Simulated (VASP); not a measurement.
```xyz
2
Lattice="0.0000 3.0717 3.0717 3.0717 0.0000 3.0717 3.0717 3.0717 0.0000" Properties=species:S:1:pos:R:3 pbc="T T T"
In     0.0000     0.0000     0.0000
As     1.5359     1.5359     1.5359
```

All values below come from optB86b-vdW, VASP's PBE PAW potentials (set 64) (plane waves; VASP). Numerical set-up: 520 eV cut-off, Gaussian smearing of 0.050 eV, potentials In_d As.

Unless said otherwise, spin-orbit coupling is left out, though it shifts the bands of the heavy elements here.

Q: Predict the band gap (along the path) with the smallest direct gap where there is one.

A: 
The band gap (along the path) is none (metal, semimetal or under 0.01 eV).

Only differences to runs with the same potentials and settings are physical.

The compound is InAs in the zinc blende structure. It was relaxed first.
